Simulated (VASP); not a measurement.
A convergence study with VASP on Fe (space group Im-3m): one setting is varied, all else stays as given below, so the limit is that of these other settings.

```
Fe
1.0
   -1.43070     1.43070     1.43070
    1.43070    -1.43070     1.43070
    1.43070     1.43070    -1.43070
Fe
1
Cartesian
  0.00000   0.00000   0.00000
```
Starting moments (μB, in the order of the record's atoms Fe): 2.5.

Level of theory: PBE GGA, VASP's PBE PAW potentials (set 64) (plane waves; VASP). The tightest run used: 720 eV cut-off, 16×16×16 Γ-centred mesh, Gaussian smearing of 0.10 eV, potentials Fe.

Task: The settings run are ENCUT = 120; ENCUT = 135; ENCUT = 150; ENCUT = 165; ENCUT = 180; ENCUT = 210; ENCUT = 240; ENCUT = 270; ENCUT = 330; ENCUT = 360; ENCUT = 405; ENCUT = 450; ENCUT = 525; ENCUT = 600; ENCUT = 720. From which on does the energy per atom stay within 0.005 eV/atom of the tightest run?

Result: From ENCUT = 360 on: it is off by 0.0034 there and by no more than 0.005 in any finer run, while ENCUT = 330 is off by 0.0074.
```
setting      E (eV/atom)  pressure (GPa)  moment (μB)  plane waves  difference judged (eV/atom)
-----------  -----------  --------------  -----------  -----------  ---------------------------
ENCUT = 120      13.2148        -1496.30        0.000           43                      21.4495
ENCUT = 135       1.7780         -923.93        0.000           48                      10.0128
ENCUT = 150      -3.3178         -578.08        1.505           55                       4.9170
ENCUT = 165      -5.7282         -363.51        1.951           68                       2.5066
ENCUT = 180      -6.9923         -220.77        2.241           70                       1.2425
ENCUT = 210      -7.9415          -76.94        2.277           92                       0.2933
ENCUT = 240      -8.1817          -23.88        2.272          116                       0.0531
ENCUT = 270      -8.2330           -8.66        2.265          135                       0.0018
ENCUT = 330      -8.2422           -5.34        2.264          165                       0.0074
ENCUT = 360      -8.2382           -5.62        2.264          192                       0.0034
ENCUT = 405      -8.2350           -5.48        2.264          236                       0.0002
ENCUT = 450      -8.2348           -5.16        2.264          261                       0.0000
ENCUT = 525      -8.2352           -4.95        2.264          333                       0.0004
ENCUT = 600      -8.2348           -5.00        2.264          403                       0.0000
ENCUT = 720      -8.2348           -4.96        2.264          533                       0.0000
```

Left out are rungs that failed or repeat a setting and relaxations that didn't move; long series are thinned to 24 rows.

The structure is a typed Fe crystal (space group no. 229). The cell was not relaxed at this level.
